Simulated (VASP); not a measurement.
VASP runs on Mo2Rh (space group Fd-3m) share one base input (PBE GGA, plane waves, VASP's PBE PAW potentials (set 64)) and change the settings named in each case.

File POSCAR:
```
Mo2Rh
7.7515360
  0.0000000000   0.5000000000   0.5000000000
  0.5000000000   0.0000000000   0.5000000000
  0.5000000000   0.5000000000   0.0000000000
Mo Rh
4 2
Cartesian
  0.1250000000   0.1250000000   0.1250000000
  0.1250000000   0.3750000000   0.3750000000
  0.3750000000   0.1250000000   0.3750000000
  0.3750000000   0.3750000000   0.1250000000
  0.7500000000   0.7500000000   0.7500000000
  0.5000000000   0.5000000000   0.5000000000
```

### KPOINTS
```
Automatic mesh
0
Gamma
5 5 5
0 0 0
```

**INCAR**
```
ISMEAR=0   # Gaussian
PREC=Accurate
ISIF=2   # forces and stress, cell fixed
GGA=PE   # PBE
LASPH=T
ENCUT=300   # plane-wave cut-off (eV)
SYSTEM=Mo2Rh
SIGMA=0.1   # width (eV)
LREAL=F   # projection in real space or not
NELM=100   # most electronic steps
LWAVE=F
ALGO=Normal
LMAXMIX=4   # l cut-off of mixed one-centre charges
LCHARG=F
EDIFF=1E-6
```

POTCAR, in this order: Mo_sv Rh_pv (PBE.64 set). Program: vasp_std.

| change | E(σ→0) (eV/atom) | pressure (GPa) | −TS (eV) |
|---|---|---|---|
| base run | -9.1096 | -29.16 | -0.0393 |
| GGA = PS | -9.7837 | [?] | [?] |
| GGA_COMPAT = .FALSE., LNONCOLLINEAR = .TRUE., LSORBIT = .TRUE., MAGMOM = 0.0 0.0 0.0 0.0 0.0 0.0 0.0 0.0 0.0 0.0 0.0 0.0 0.0 0.0 0.0 0.0 0.0 0.0, program vasp_ncl | -9.2325 | [?] | [?] |
| KPOINTS 7×7×7 Γ-centred mesh | -9.1132 | -29.23 | -0.0273 |

Q: Fill in the missing entries.

A: 
- GGA_COMPAT = .FALSE., LNONCOLLINEAR = .TRUE., LSORBIT = .TRUE., MAGMOM = 0.0 0.0 0.0 0.0 0.0 0.0 0.0 0.0 0.0 0.0 0.0 0.0 0.0 0.0 0.0 0.0 0.0 0.0, program vasp_ncl, pressure (GPa): -29.02
- GGA_COMPAT = .FALSE., LNONCOLLINEAR = .TRUE., LSORBIT = .TRUE., MAGMOM = 0.0 0.0 0.0 0.0 0.0 0.0 0.0 0.0 0.0 0.0 0.0 0.0 0.0 0.0 0.0 0.0 0.0 0.0, program vasp_ncl, −TS (eV): -0.0388
- GGA = PS, pressure (GPa): -34.82
- GGA = PS, −TS (eV): -0.0390

Energies of different potentials or functionals have different zeros.  At 300 eV the pressure can carry a Pulay error.

Left out are runs that ran out of time, are held back, or changed the cell or the kind of run, fixed moments of cells without a moment, rows past the twelfth, gaps on odd meshes, pressures of charged cells and columns that move by less than the noise.

The structure was generated: Mo2Rh was put into an ordered model structure, which need not be its known phase. The cell was not relaxed at this level.
